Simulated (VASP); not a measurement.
# CaHf: structure and properties in VASP, part 2 of 2

What structure does CaHf take at this level, and what are its properties? The cell is invented: it takes the structure of COD entry 1522699, ZrHg (space group 123 there), with all of its atoms replaced by other elements, volume scaled by an estimate. It may not be a known or stable phase.

VASP 6.6.1, plane waves and PAW; the level of theory is named at each step.

Still holding for the runs below: The k-mesh is coarse for a metal.

So far. Step 10 (Volume scan with RPBE, volume scale 1): The run ends at a pressure of -0.04 GPa.

## (11) Volume scan with RPBE, volume scale 1.02

The input, INCAR:

```
SYSTEM = CaHf
PREC = Accurate
ENCUT = 400
EDIFF = 1E-06
NELM = 100
ISMEAR = 1
SIGMA = 0.2
LREAL = .FALSE.
ALGO = Normal
GGA = RP
LORBIT = 11
LWAVE = .FALSE.
LCHARG = .FALSE.
ISIF = 2
```

The input, POSCAR:

```
CaHf
1.0
    3.3147179025      0.0000000000      0.0000000000
    0.0000000000      3.3147179025      0.0000000000
    0.0000000000      0.0000000000      5.3617505136
Hf Ca
1 1
Direct
    0.5000000000      0.5000000000      0.5000000000
    0.0000000000      0.0000000000      0.0000000000
```

The input, KPOINTS:

```
Automatic mesh
0
Gamma
8 8 5
0 0 0
```

PAW data sets: Hf_pv and Ca_sv (PBE family, release 64).

The run is started by

```sh
$ mpirun -np 1 vasp_std
```

Wall time 34 s (1 MPI rank of AMD EPYC 7R43, shared host); peak memory 0.13 GiB.

The pressure falls from -0.04 to -0.87 GPa.

The run ends at a pressure of -0.87 GPa.

## (12) Volume scan with RPBE, volume scale 1.04

INCAR is that of step 11.

The input, POSCAR:

```
CaHf
1.0
    3.3362426478      0.0000000000      0.0000000000
    0.0000000000      3.3362426478      0.0000000000
    0.0000000000      0.0000000000      5.3965680510
Hf Ca
1 1
Direct
    0.5000000000      0.5000000000      0.5000000000
    0.0000000000      0.0000000000      0.0000000000
```

KPOINTS is that of step 11.

The run is started by

```sh
$ mpirun -np 1 vasp_std
```

It took 28 s on 1 MPI rank; peak memory 0.13 GiB.

The pressure falls from -0.87 to -1.62 GPa.

The run ends at a pressure of -1.62 GPa.

## (13) Volume scan with RPBE, volume scale 1.06

A prediction first. A least-squares parabola for the 6 pressures of evenly scaled cells so far, P = -0.05 -43.0 t +73 t² GPa with t = ln(V/V₁) and V₁ the volume at scale 1, gives -2.30 GPa at t = +0.0583.

INCAR is that of step 12.

The input, POSCAR:

```
CaHf
1.0
    3.3574931739      0.0000000000      0.0000000000
    0.0000000000      3.3574931739      0.0000000000
    0.0000000000      0.0000000000      5.4309420226
Hf Ca
1 1
Direct
    0.5000000000      0.5000000000      0.5000000000
    0.0000000000      0.0000000000      0.0000000000
```

KPOINTS is that of step 12.

The run is started by

```sh
$ mpirun -np 1 vasp_std
```

Run time: 29 s. Hardware: 1 MPI rank; peak memory 0.12 GiB.

The pressure falls from -1.62 to -2.31 GPa. The parabola predicted -2.30 GPa, which holds within 0.01 GPa.

## (14) Comparing the runs

Times are for 1 MPI rank of AMD EPYC 7R43, shared host. Results by setting:

| no. | volume scale | energy above the lowest point (meV/atom) | pressure (GPa) | time | memory (GiB) |
| --- | --- | --- | --- | --- | --- |
| 1 | 0.94 | 15.47 | 2.896 | 27 s | 0.13 |
| 2 | 0.96 | 6.72 | 1.831 | 26 s | 0.13 |
| 3 | 0.98 | 1.65 | 0.8525 | 29 s | 0.13 |
| 4 | 1 | 0 | -0.04453 | 30 s | 0.13 |
| 5 | 1.02 | 1.46 | -0.8675 | 34 s | 0.13 |
| 6 | 1.04 | 5.79 | -1.619 | 28 s | 0.13 |
| 7 | 1.06 | 12.74 | -2.306 | 29 s | 0.12 |

## (15) Fit for RPBE

This step: Birch-Murnaghan fit, RPBE; plane waves and PAW; invented cell (VASP 6.6.1).

No new run; the numbers come from the runs before.

Numbers from this step:

| Quantity | Value |
| --- | --- |
| pressure derivative of the bulk modulus | 3.305 |
| r.m.s. error of the fit | 3.55e-6 eV/atom |
| minimum inside the sampled range | yes |
| bulk modulus | 43.17 GPa |
| equilibrium volume of the fit | 28.89 Å³/atom |

Energy above the fitted minimum against volume:

| volume (Å³/atom) | energy above the fitted minimum (eV/atom) |
| --- | --- |
| 27.15 | 0.0155 |
| 27.72 | 0.00671 |
| 28.30 | 0.00165 |
| 28.88 | -2.2e-6 |
| 29.46 | 0.00146 |
| 30.03 | 0.00579 |
| 30.61 | 0.0127 |

The fit over cells of fixed shape and fractional positions puts the volume +0.03 % from the relaxed one.

## (16) Bands along the symmetry lines (RPBE + SOC)

This step: RPBE, spin-orbit coupling; plane waves and PAW (Hf_pv, Ca_sv); invented cell (VASP 6.6.1).

The mesh alone shows little of the dispersion and can miss band extrema, so KPOINTS_OPT adds a path through the symmetry points after the self-consistent cycle. Spin-orbit coupling needs spinors and the noncollinear program, where each band holds one electron.

INCAR: that of step 13 with these lines changed.

```diff
@@ -10,2 +10,9 @@
 GGA = RP
+LNONCOLLINEAR = .TRUE.
+MAGMOM = 0 0 0 0 0 0
+NBANDS = 32
+GGA_COMPAT = .FALSE.
+LASPH = .TRUE.
+LSORBIT = .TRUE.
+LMAXMIX = 4
 LORBIT = 11
@@ -13,2 +20 @@
 LCHARG = .FALSE.
-ISIF = 2
```

The input, POSCAR:

```
CaHf
1.0
    3.2929099165      0.0000000000      0.0000000000
    0.0000000000      3.2929099165      0.0000000000
    0.0000000000      0.0000000000      5.3264748179
Hf Ca
1 1
Direct
    0.5000000000      0.5000000000      0.5000000000
    0.0000000000      0.0000000000      0.0000000000
```

The input, KPOINTS:

```
Automatic mesh
0
Gamma
7 7 4
0 0 0
```

The input, KPOINTS_OPT:

```
Line mode
16
Line-mode
Reciprocal
  0.00000000   0.00000000   0.00000000 GAMMA
  0.00000000   0.50000000   0.00000000 X

  0.00000000   0.50000000   0.00000000 X
  0.50000000   0.50000000   0.00000000 M

  0.50000000   0.50000000   0.00000000 M
  0.00000000   0.00000000   0.00000000 GAMMA

  0.00000000   0.00000000   0.00000000 GAMMA
  0.00000000   0.00000000   0.50000000 Z

  0.00000000   0.00000000   0.50000000 Z
  0.00000000   0.50000000   0.50000000 R

  0.00000000   0.50000000   0.50000000 R
  0.50000000   0.50000000   0.50000000 A

  0.50000000   0.50000000   0.50000000 A
  0.00000000   0.00000000   0.50000000 Z

  0.00000000   0.50000000   0.00000000 X
  0.00000000   0.50000000   0.50000000 R

  0.50000000   0.50000000   0.00000000 M
  0.50000000   0.50000000   0.50000000 A
```

The run is started by

```sh
$ mpirun -np 1 vasp_ncl
```

The job ended after 6.9 min (1 MPI rank; peak memory 0.25 GiB).

LASPH is on here and off in scalar runs of this session, so a comparison with those holds both changes.

This step gave:

```
SCF cycles              : 14
bands                   : 32
irreducible k-points    : 30
free energy (TOTEN)     : -10.75 eV
energy at zero smearing : -10.75 eV
Fermi energy            : 3.371 eV
pressure                : -0.03679 GPa
```

On-site spin-orbit energy by atom:

| atom | on-site spin-orbit energy (eV) |
| --- | --- |
| Hf1 | -1.39 |
| Ca2 | 0.00 |

The electronic bands at the labelled points (eV, zero at the Fermi level; # counts the bands kept in this run):

| point | #3 | #4 | #5 | #6 | #7 | #8 | #9 | #10 |
| --- | --- | --- | --- | --- | --- | --- | --- | --- |
| Γ | -1.79 | -1.79 | -0.72 | -0.72 | 0.84 | 0.84 | 2.19 | 2.19 |
| 0.53 of the way | -0.86 | -0.86 | -0.23 | -0.23 | 0.02 | 0.02 | 1.47 | 1.47 |
| X | -1.07 | -1.07 | -0.50 | -0.50 | 0.10 | 0.10 | 0.84 | 0.84 |
| 0.53 of the way | -1.29 | -1.29 | -0.52 | -0.52 | -0.02 | -0.02 | 0.85 | 0.85 |
| M | -1.33 | -1.33 | -0.62 | -0.62 | -0.52 | -0.52 | 2.29 | 2.29 |
| 0.53 of the way | -0.57 | -0.57 | -0.10 | -0.10 | 0.36 | 0.36 | 0.79 | 0.79 |
| Γ | -1.79 | -1.79 | -0.72 | -0.72 | 0.84 | 0.84 | 2.19 | 2.19 |
| 0.47 of the way | -2.14 | -2.14 | -0.64 | -0.64 | 0.57 | 0.57 | 2.00 | 2.00 |
| Z | -2.92 | -2.92 | -0.53 | -0.53 | 0.56 | 0.56 | 1.75 | 1.75 |
| 0.53 of the way | -2.18 | -2.18 | 0.01 | 0.01 | 0.55 | 0.55 | 0.78 | 0.78 |
| R | -1.69 | -1.69 | 0.20 | 0.20 | 0.58 | 0.58 | 0.69 | 0.69 |
| 0.47 of the way | -1.04 | -1.04 | -0.56 | -0.56 | 0.09 | 0.09 | 1.27 | 1.27 |
| A | -0.10 | -0.10 | -0.07 | -0.07 | 0.06 | 0.06 | 1.12 | 1.12 |
| 0.47 of the way | -1.48 | -1.48 | 0.41 | 0.41 | 0.61 | 0.61 | 0.74 | 0.74 |
| Z | -2.92 | -2.92 | -0.53 | -0.53 | 0.56 | 0.56 | 1.75 | 1.75 |
| jump to X | -1.07 | -1.07 | -0.50 | -0.50 | 0.10 | 0.10 | 0.84 | 0.84 |
| 0.47 of the way | -1.43 | -1.43 | -0.10 | -0.10 | 0.20 | 0.20 | 0.90 | 0.90 |
| R | -1.69 | -1.69 | 0.20 | 0.20 | 0.58 | 0.58 | 0.69 | 0.69 |
| jump to M | -1.33 | -1.33 | -0.62 | -0.62 | -0.52 | -0.52 | 2.29 | 2.29 |
| 0.53 of the way | -0.85 | -0.85 | -0.37 | -0.37 | -0.27 | -0.27 | 1.65 | 1.65 |
| A | -0.10 | -0.10 | -0.07 | -0.07 | 0.06 | 0.06 | 1.12 | 1.12 |

Of the projections kept (Hf, Ca), the largest for each band there, as a share of the weight inside these atoms' spheres; weight between the spheres isn't counted:

| point | #3 | #4 | #5 | #6 | #7 | #8 | #9 | #10 |
| --- | --- | --- | --- | --- | --- | --- | --- | --- |
| Γ | Hf 0.74 | Hf 0.74 | Hf 0.93 | Hf 0.93 | Hf 0.79 | Hf 0.79 | Ca 0.84 | Ca 0.84 |
| X | Hf 0.65 | Hf 0.65 | Hf 0.94 | Hf 0.94 | Hf 0.96 | Hf 0.96 | Ca 0.69 | Ca 0.69 |
| M | Hf 0.54 | Hf 0.54 | Hf 0.76 | Hf 0.76 | Hf 0.75 | Hf 0.75 | Hf 0.86 | Hf 0.86 |
| Γ | Hf 0.74 | Hf 0.74 | Hf 0.93 | Hf 0.93 | Hf 0.79 | Hf 0.79 | Ca 0.84 | Ca 0.84 |
| Z | Ca 0.54 | Ca 0.54 | Hf 1.00 | Hf 1.00 | Hf 0.98 | Hf 0.98 | Ca 1.00 | Ca 1.00 |
| R | Hf 0.76 | Hf 0.76 | Hf 0.87 | Hf 0.87 | Hf 0.67 | Hf 0.67 | Hf 0.90 | Hf 0.90 |

There is no gap at this level.

## (17) Band structure (RPBE) with a changed input

This step: RPBE; plane waves and PAW (Hf_pv, Ca_sv); invented cell (VASP 6.6.1).

Levels along the symmetry lines show where the bands peak and cross; KPOINTS_OPT computes them in the converged potential. Some settings are moved from the usual, to see what they do.

The input, INCAR:

```
SYSTEM = CaHf
PREC = Accurate
ENCUT = 200
EDIFF = 1E-06
NELM = 100
ISMEAR = 1
SIGMA = 0.2
LREAL = .FALSE.
ALGO = Normal
GGA = RP
LORBIT = 11
LWAVE = .FALSE.
LCHARG = .FALSE.
```

POSCAR is that of step 16.

The input, KPOINTS:

```
Automatic mesh
0
Gamma
8 8 5
0 0 0
```

KPOINTS_OPT is that of step 16.

The run is started by

```sh
$ mpirun -np 1 vasp_std
```

It took 34 s on 1 MPI rank; peak memory 0.1 GiB.

The run converged; its settings lie outside those of the reference runs, so its numbers are set aside.

Against the sound run on this cell (bands along the symmetry lines (RPBE)) the energy at zero smearing moves by -26.8 meV an atom and the pressure by -3.49 GPa.

Settings moved from the usual: ENCUT = 200.

The cutoff falls from 400 to 200 eV, which shrinks the basis; the stress suffers most (Pulay stress), and PAW energies need not rise evenly as the basis shrinks.

## (18) Outcome

| Quantity | Value |
| --- | --- |
| relaxed volume | 28.88 Å³/atom |
| relaxed conventional cell a, b, c | 3.293, 3.293, 5.326 Å |
| space group after relaxing, within 0.02 Å | P4/mmm (No. 123) |
| band gap | none, a metal |
| DOS at the Fermi level | 3.69 states/eV/cell |
| bulk modulus from the fit | 43.2 GPa |
| volume from the fit | 28.9 Å³/atom |
| band gap (RPBE + SOC) | none, a metal |

With RPBE, CaHf relaxes to 28.88 Å³/atom in space group P4/mmm (held by the symmetry of the run), comes out as a metal and has a bulk modulus of 43.2 GPa. Bands along the symmetry lines (RPBE): Of the bands kept, 2 cross the Fermi level on this path. Bands along the symmetry lines (RPBE + SOC): Of the bands kept, 4 cross the Fermi level on this path (spinor bands, one electron each). LASPH was switched on together with spin-orbit coupling, so shifts put down to the coupling hold both changes, and that of the mesh where it differs. The k-sampling is coarse for a metal, so the Fermi level, pressures and the shape of the cell carry errors. No search among competing phases was made. All values are for a static lattice at zero temperature.

[Lines on the potential files, build, host, timing and source positions are cut from VASP's logs without a mark.]

[Logs are printed without paths, hosts, clocks, repeated set-up lines and the standing remarks that a program may print on its own settings, such as how far it seeks lower states.]

[Hosts, paths, dates, database ids (printed as entryN), source tags and the programs' standing remarks are cut or masked in the printed files.]

[A measured line is paired with the nearest computed mode of its activity, which favours agreement.]

[In band tables of VASP the shares of atoms and orbitals are scaled to a sum of 1 inside the atoms' spheres.]
